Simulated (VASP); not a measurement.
Calculation: r2SCAN meta-GGA, VASP's PBE PAW potentials (set 64) (plane waves; VASP 6.6.1).

VASP ran on this input.

POSCAR:
```
SnSe
1
    0.0000000000     3.0050952021     3.0050952021
    3.0050952021    -0.0000000000     3.0050952021
    3.0050952021     3.0050952021     0.0000000000
Se Sn
1 1
Direct
  0.0000000000   0.0000000000   0.0000000000
  0.5000000000   0.5000000000   0.5000000000
```

**INCAR**
```
ALGO=Normal
EDIFF=1E-6
EDIFFG=-0.01
ENCUT=400
IBRION=2
ISIF=3
ISMEAR=0
LASPH=.TRUE.
LCHARG=.FALSE.
LMAXMIX=4
LMIXTAU=.TRUE.
LREAL=.FALSE.
LWAVE=.FALSE.
METAGGA=R2SCAN
NELM=100
NSW=60
PREC=Accurate
SIGMA=0.05
SYSTEM=SnSe
```

**KPOINTS**
```
Automatic mesh
0
Gamma
7 7 7
0 0 0
```

POTCAR, in this order: Se Sn_d (PBE.64 set). Program: vasp_std.

What VASP printed:

File OSZICAR:
```
       N       E                     dE             d eps       ncg     rms          rms(c)
DAV:   1     0.847015013793E+02    0.84702E+02   -0.94303E+03   566   0.157E+03
DAV:   2    -0.326177706900E+02   -0.11732E+03   -0.11504E+03   602   0.354E+02
DAV:   3    -0.430969430112E+02   -0.10479E+02   -0.10447E+02   698   0.982E+01
DAV:   4    -0.433305205643E+02   -0.23358E+00   -0.23353E+00   620   0.166E+01
DAV:   5    -0.433371912650E+02   -0.66707E-02   -0.66706E-02   778   0.279E+00    0.363E+00
DAV:   6    -0.398075972665E+02    0.35296E+01   -0.13278E+00   674   0.180E+01    0.255E+00
DAV:   7    -0.397259378472E+02    0.81659E-01   -0.52745E-01   560   0.858E+00    0.982E-01
DAV:   8    -0.398279667798E+02   -0.10203E+00   -0.46564E-01   560   0.618E+00    0.544E-01
DAV:   9    -0.398531013339E+02   -0.25135E-01   -0.22472E-02   590   0.138E+00    0.417E-01
DAV:  10    -0.398733697498E+02   -0.20268E-01   -0.34594E-02   560   0.158E+00    0.903E-02
DAV:  11    -0.398728154610E+02    0.55429E-03   -0.14203E-02   560   0.123E+00    0.805E-02
DAV:  12    -0.398765267056E+02   -0.37112E-02   -0.47993E-03   560   0.689E-01    0.425E-02
DAV:  13    -0.398747994434E+02    0.17273E-02   -0.13878E-03   596   0.450E-01    0.460E-02
DAV:  14    -0.398766468720E+02   -0.18474E-02   -0.10224E-03   560   0.341E-01    0.129E-02
DAV:  15    -0.398768354745E+02   -0.18860E-03   -0.18662E-04   608   0.163E-01    0.241E-03
DAV:  16    -0.398768287279E+02    0.67465E-05   -0.12894E-05   596   0.488E-02    0.223E-03
DAV:  17    -0.398768341266E+02   -0.53987E-05   -0.83000E-07   472   0.117E-02    0.264E-03
DAV:  18    -0.398768320074E+02    0.21192E-05   -0.14318E-07   292   0.473E-03    0.195E-03
DAV:  19    -0.398768359233E+02   -0.39159E-05   -0.13527E-06   376   0.157E-02    0.762E-04
DAV:  20    -0.398768347717E+02    0.11516E-05   -0.85843E-08   286   0.360E-03    0.512E-04
DAV:  21    -0.398768349098E+02   -0.13812E-06   -0.11809E-08   280   0.161E-03
   1 F= -.39876835E+02 E0= -.39876835E+02  d E =-.398768E+02
       N       E                     dE             d eps       ncg     rms          rms(c)
DAV:   1    -0.398790587510E+02   -0.22240E-02   -0.52017E-02   686   0.384E+00    0.268E-01
DAV:   2    -0.398772832070E+02    0.17755E-02   -0.33048E-03   680   0.935E-01    0.117E-01
DAV:   3    -0.398768858661E+02    0.39734E-03   -0.12149E-03   734   0.594E-01    0.210E-02
DAV:   4    -0.398768884633E+02   -0.25972E-05   -0.10760E-04   560   0.112E-01    0.135E-02
DAV:   5    -0.398768916750E+02   -0.32116E-05   -0.30849E-05   560   0.638E-02    0.649E-03
DAV:   6    -0.398768757787E+02    0.15896E-04   -0.44879E-05   560   0.636E-02    0.514E-03
DAV:   7    -0.398768926747E+02   -0.16896E-04   -0.87126E-06   560   0.287E-02    0.189E-03
DAV:   8    -0.398768917134E+02    0.96125E-06   -0.21506E-07   280   0.524E-03
   2 F= -.39876892E+02 E0= -.39876892E+02  d E =-.568036E-04
```

### OUTCAR
```
------------------------ aborting loop because EDIFF is reached ----------------------------------------
  FORCE on cell =-STRESS in cart. coord.  units (eV):
  Direction    XX          YY          ZZ          XY          YZ          ZX
  --------------------------------------------------------------------------------------
  Total       -0.0152711     -0.0152711     -0.0152711      0.0000000      0.0000000     -0.0000000
  in kB       -0.4491172     -0.4491172     -0.4491172      0.0000000      0.0000000     -0.0000000
  external PRESSURE =      -0.4491172 kB  Pullay stress =       0.0000000 kB
  volume of cell :       54.48
      direct lattice vectors                 reciprocal lattice vectors
    -0.000000000  3.008823114  3.008823114    -0.166177931  0.166177931  0.166177931
     3.008823114  0.000000000  3.008823114     0.166177931 -0.166177931  0.166177931
     3.008823114  3.008823114  0.000000000     0.166177931  0.166177931 -0.166177931
 POSITION                                       TOTAL-FORCE (eV/Angst)
 -----------------------------------------------------------------------------------
      3.00882      0.00000      3.00882         0.000000      0.000000      0.000000
      3.00882      3.00882      3.00882         0.000000     -0.000000     -0.000000
 -----------------------------------------------------------------------------------
    total drift:                                0.000000      0.000000      0.000000
  FREE ENERGIE OF THE ION-ELECTRON SYSTEM (eV)
  ---------------------------------------------------
  free  energy   TOTEN  =       -39.8768917134 eV

  energy  without entropy=      -39.8768917134  energy(sigma->0) =      -39.87689171

 reached required accuracy - stopping structural energy minimisation
```
(Selected blocks of OUTCAR.)

CONTCAR:
```
SnSe
   1.00000000000000
    -0.0000000000000000    3.0088231140530799    3.0088231140530799
     3.0088231140530799    0.0000000000000000    3.0088231140530799
     3.0088231140530799    3.0088231140530799    0.0000000000000000
  Se              Sn
     1     1
Direct
     0.0000000000000000    1.0000000000000000    0.0000000000000000
     0.5000000000000000    0.5000000000000000    0.5000000000000000
```

The structure was generated: SnSe was put into the rocksalt type (Fm-3m), which need not be its known phase. This run relaxes it. Symmetry was kept, so distortions that lower it aren't found. The start is the result of an earlier pass.
